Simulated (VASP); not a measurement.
# TaW (Cmmm) in VASP: a series of runs

Runs on TaW. Level: LDA. Tasks: single point.

Everything below comes from runs of VASP 6.6.1. Logs are shortened: lines on timing, memory, paths and dates and some standing lists are left out, and cuts for length are marked.

## (1) Starting point

Symmetry: Cmmm, No. 65, orthorhombic system. Conventional cell: a = 3.174 Å, b = 4.536 Å, c = 4.445 Å, α = 90.00°, β = 90.00°, γ = 90.00°. Ta (site symmetry mmm) is surrounded by 4 W at 2.73 Å and 4 Ta at 2.77 Å. W (site symmetry mmm) is surrounded by 4 Ta at 2.73 Å and 4 W at 2.77 Å.

The cell comes from a database or a generator and needn't be the stable form of this composition.

## (2) Single point, LDA

INCAR reads:

```
PREC = Accurate ; ENCUT = 520
EDIFF = 1E-7 ; ISMEAR = -1
SIGMA = 0.1 ; LREAL = False
LASPH = True ; NELM = 100
ALGO = Fast ; ISIF = 2
LWAVE = False ; LCHARG = False
GGA = CA ; NBANDS = 20
```

KPOINTS reads:

```
regular mesh
0
Gamma
  11 11 7
```

POSCAR reads:

```
TaW
1.0
    1.5867655951     -2.2679153259      0.0000000000
    1.5867655951      2.2679153259      0.0000000000
    0.0000000000      0.0000000000      4.4447493282
Ta W
1 1
Direct
    0.0000000000      0.0000000000      0.0000000000
    0.5000000000      0.5000000000      0.5000000000
```

Potentials or basis: VASP PAW LDA potentials, release 64 (Ta_pv, W_sv).

Command:

```sh
$ cat potpaw_LDA.64/Ta_pv/POTCAR potpaw_LDA.64/W_sv/POTCAR > POTCAR
$ mpirun -np 1 vasp_std > vasp.out
```

OUTCAR:

```text
PREC = Accurate
   ENCUT = 520
   EDIFF = 1E-7
   ISMEAR = -1
   LREAL = False
   LASPH = True
   NELM = 100
   ISIF = 2
   GGA = CA

 ion  position               nearest neighbor table
   1  0.000  0.000  0.000-   2 2.73   2 2.73   2 2.73   2 2.73   2 3.18   2 3.18   2 3.18   2 3.18

   2  0.500  0.500  0.500-   1 2.73   1 2.73   1 2.73   1 2.73   1 3.18   1 3.18   1 3.18   1 3.18

  LATTYP: Found a base centered orthorhombic cell.
 ALAT       =     3.1735311902
 B/A-ratio  =     1.4292692839
 C/A-ratio  =     1.4005689756

  Lattice vectors:

 A1 = (   1.5867655951,  -2.2679153259,   0.0000000000)
 A2 = (   1.5867655951,   2.2679153259,   0.0000000000)
 A3 = (   0.0000000000,   0.0000000000,   4.4447493282)

Analysis of symmetry for initial positions (statically):
=====================================================================
 Subroutine PRICEL returns:
 Original cell was already a primitive cell.

 Routine SETGRP: Setting up the symmetry group for a
 base centered orthorhombic supercell.

 Subroutine GETGRP returns: Found  8 space group operations
 (whereof  8 operations were pure point group operations)
 out of a pool of  8 trial point group operations.

The static configuration has the point symmetry D_2h.

Analysis of symmetry for dynamics (positions and initial velocities):
=====================================================================
 Subroutine PRICEL returns:
 Original cell was already a primitive cell.

 Routine SETGRP: Setting up the symmetry group for a
 base centered orthorhombic supercell.

 Subroutine GETGRP returns: Found  8 space group operations
 (whereof  8 operations were pure point group operations)
 out of a pool of  8 trial point group operations.

The dynamic configuration has the point symmetry D_2h.

 Subroutine INISYM returns: Found  8 space group operations
 (whereof  8 operations are pure point group operations),
 and found     1 'primitive' translations

----------------------------------------------------------------------------------------

                                     Primitive cell

  volume of cell :      31.9902

  direct lattice vectors                    reciprocal lattice vectors
     1.586765595 -2.267915326  0.000000000     0.315106404 -0.220466785  0.000000000
     1.586765595  2.267915326  0.000000000     0.315106404  0.220466785  0.000000000
     0.000000000  0.000000000  4.444749328     0.000000000  0.000000000  0.224984566

[... 81 lines left out ...]
   ENCUT  =  520.0 eV  38.22 Ry    6.18 a.u.   5.15  5.15  8.26*2*pi/ulx,y,z
   NELM   =    100;   NELMIN=  2; NELMDL= -5     # of ELM steps
   EDIFF  = 0.1E-06   stopping-criterion for ELM
   LREAL  =      F    real-space projection
   EDIFFG = 0.1E-05   stopping-criterion for IOM
   NSW    =      0    number of steps for IOM
   IBRION =     -1    ionic relax: 0-MD 1-quasi-New 2-CG
   NFREE  =      0    steps in history (QN), initial steepest desc. (CG)
   ISIF   =      2    stress and relaxation
   ISYM   =      2    0-nonsym 1-usesym 2-fastsym
   POTIM  = 0.5000    time-step for ionic-motion
   TEBEG  =    0.0;   TEEND  =   0.0 temperature during run
   PSTRESS=    0.0 pullay stress
   NELECT =      25.0000    total number of electrons
   NUPDOWN=      -1.0000    fix difference up-down
   EMIN   =  10.00;   EMAX   =-10.00  energy-range for DOS
   EFERMI =   0.00;   METHOD = LEGACY
   ISMEAR =    -1;   SIGMA  =   0.10  broadening in eV -4-tet -1-fermi 0-gaus
   EFERMI_NEDOS =   21; number of points for ismear=-14 and -15
   IALGO  =     68    algorithm
   IMIX   =      4    mixing-type and parameters
     AMIX     =   0.40;   BMIX     =  1.00
     AMIX_MAG =   1.60;   BMIX_MAG =  1.00
  volume/ion in A,a.u.               =      16.00       107.94
  Fermi-wavevector in a.u.,A,eV,Ry     =   1.507935  2.849583 30.937840  2.273867
  Thomas-Fermi vector in A             =   2.618455
   LORBIT       =      0    0 simple, 1 ext, 2 COOP (PROOUT), +10 PAW based schemes
   GGA     = CA    functional components
   LHFCALC =     F    Hartree Fock is set to
   AEXX    =    0.0000 exact exchange contribution
   IVDW    =     0    specifies the selected vdW correction
   LEPSILON=     F    determine dielectric tensor
   LRPA    =     F    only Hartree local field effects (RPA)
 non-spin polarized calculation
 RMM-DIIS sequential band-by-band and
  energy-cutoff  :      520.00
  volume of cell :       31.99
 maximum number of plane-waves:       874
 NGX is ok and might be reduce to    24
   NGX = 11   NGY = 11   NGZ = 17

 number of electron      24.9999999 magnetization

 Free energy of the ion-electron system (eV)
  ---------------------------------------------------
  ext. energy  EPLUGINS =         0.00000000
  ---------------------------------------------------
  free energy    TOTEN  =       -27.11006420 eV

  energy without entropy =      -27.06833951  energy(sigma->0) =      -27.08920186

 E-fermi :   8.5297     XC(G=0): -13.5904

 val. band max:        8.5253856208   @ k =  -0.2727   0.1818   0.2857
 cond. band min:       8.5346912412   @ k =   0.3636   0.1818   0.4286
 fundamental gap:      0.0093056204
 Fermi energy:         8.5297492450

 k-point     1 :       0.0000    0.0000    0.0000
  band No.  band energies     occupation
      1     -64.3934      2.00000
      2     -29.0652      2.00000
      3     -28.5577      2.00000
      4     -28.3506      2.00000
      5     -24.7467      2.00000
      6     -24.3159      2.00000
[... 541 lines left out ...]
     19      16.2440      0.00000
     20      20.8550      0.00000

 [... further k-points ...]

------------------------ aborting loop because EDIFF is reached ----------------------------------------

  FORCE on cell =-STRESS in cart. coord.  units (eV):
  Direction    XX          YY          ZZ          XY          YZ          ZX
  --------------------------------------------------------------------------------------
  -------------------------------------------------------------------------------------
  Total        0.7833909      0.6362771      1.0146144     -0.0000000      0.0000000      0.0000000
  in kB       39.2348729     31.8669107     50.8153290     -0.0000000      0.0000000      0.0000000
  external PRESSURE =      40.6390375 kB  Pullay stress =       0.0000000 kB

 VOLUME and BASIS-vectors are now :
 -----------------------------------------------------------------------------
  energy-cutoff  :      520.00
  volume of cell :       31.99
      direct lattice vectors                 reciprocal lattice vectors
     1.586765595 -2.267915326  0.000000000     0.315106404 -0.220466785  0.000000000
     1.586765595  2.267915326  0.000000000     0.315106404  0.220466785  0.000000000
     0.000000000  0.000000000  4.444749328     0.000000000  0.000000000  0.224984566

 POSITION                                       TOTAL-FORCE (eV/Angst)
 -----------------------------------------------------------------------------------
      0.00000      0.00000      0.00000        -0.000000      0.000000      0.000000
      1.58677      0.00000      2.22237         0.000000      0.000000      0.000000
 -----------------------------------------------------------------------------------
    total drift:                                0.000000      0.000000     -0.000000

  FREE ENERGIE OF THE ION-ELECTRON SYSTEM (eV)
  ---------------------------------------------------
  free  energy   TOTEN  =       -27.1100642030 eV

  energy  without entropy=      -27.0683395095  energy(sigma->0) =      -27.08920186
```

OSZICAR:

```text
N       E                     dE             d eps       ncg     rms          rms(c)
DAV:   1     0.233598907379E+03    0.23360E+03   -0.14336E+04  5776   0.136E+03
DAV:   2    -0.209690655252E+02   -0.25457E+03   -0.24896E+03  6440   0.413E+02
DAV:   3    -0.281617877478E+02   -0.71927E+01   -0.70924E+01  6724   0.686E+01
DAV:   4    -0.282202871361E+02   -0.58499E-01   -0.58464E-01  6488   0.649E+00
DAV:   5    -0.282208430116E+02   -0.55588E-03   -0.55587E-03  6624   0.635E-01    0.269E+01
RMM:   6    -0.273868069843E+02    0.83404E+00   -0.10264E+00  6248   0.718E+00    0.117E+01
RMM:   7    -0.272353776634E+02    0.15143E+00   -0.65905E-01  6744   0.514E+00    0.313E+00
RMM:   8    -0.271134168141E+02    0.12196E+00   -0.16348E-01  6737   0.254E+00    0.869E-01
RMM:   9    -0.271098701914E+02    0.35466E-02   -0.13923E-02  7498   0.851E-01    0.930E-02
RMM:  10    -0.271100484033E+02   -0.17821E-03   -0.21638E-03  7607   0.332E-01    0.754E-02
RMM:  11    -0.271100602364E+02   -0.11833E-04   -0.25485E-04  8272   0.111E-01    0.340E-02
RMM:  12    -0.271100656783E+02   -0.54419E-05   -0.69743E-05  7871   0.574E-02    0.330E-02
RMM:  13    -0.271100637146E+02    0.19636E-05   -0.15214E-05  7829   0.306E-02    0.323E-03
RMM:  14    -0.271100641602E+02   -0.44561E-06   -0.44739E-06  8232   0.149E-02    0.320E-03
RMM:  15    -0.271100642030E+02   -0.42769E-07   -0.49204E-07  6666   0.502E-03
   1 F= -.27110064E+02 E0= -.27089202E+02  d E =-.417247E-01
```

stdout:

```text
POSCAR found type information on POSCAR TaW
 POSCAR found :  2 types and       2 ions
 scaLAPACK will be used
 LDA part: xc-table for (Slater(with rela. corr.)+CA(PZ))
 , standard interpolation
 POSCAR, INCAR and KPOINTS ok, starting setup
 FFT: planning ... GRIDC
 FFT: planning ... GRID_SOFT
 FFT: planning ... GRID
 WAVECAR not read
 entering main loop
```

Wall time 58 s (1 thread of AMD EPYC 9R45 (Zen 5), shared host); peak memory 0.18 GiB.

Results:

```
Free energy            : -27.1101 eV
Pressure               : 4.1 GPa
Band gap on the k mesh : none (metal or under the smearing width)
```

Stress tensor (GPa, compression positive):
```
3.92 0.00 0.00
0.00 3.19 0.00
0.00 0.00 5.08
```

The run has no spin-orbit coupling, so splittings on Ta, W are missing.

[end of part 1 of 2]
